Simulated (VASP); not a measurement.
Given:

```xyz
2
Lattice="0.0000 2.4823 2.4823 2.4823 0.0000 2.4823 2.4823 2.4823 0.0000" Properties=species:S:1:pos:R:3 pbc="T T T"
Gd     0.0000     0.0000     0.0000
N      2.4823     2.4823     2.4823
```

Level of theory: r2SCAN meta-GGA, VASP's PBE PAW potentials (set 64) (plane waves; VASP 6.6.1). Settings: 520 eV cut-off, 9×9×9 Γ-centred mesh, Gaussian smearing of 0.050 eV, potentials Gd_3 N.

The 4f electrons are frozen in the core of the lanthanide potential, so 4f levels, which can set the real gap, and their magnetism are missing.

Question: What does the run give for the energy per atom (σ→0)?

Answer: 
- energy per atom (σ→0): -21.796 eV/atom

Total energies compare only between runs with the same potentials, cut-off and functional.

The compound is GdN in the rock salt structure. It was relaxed first.
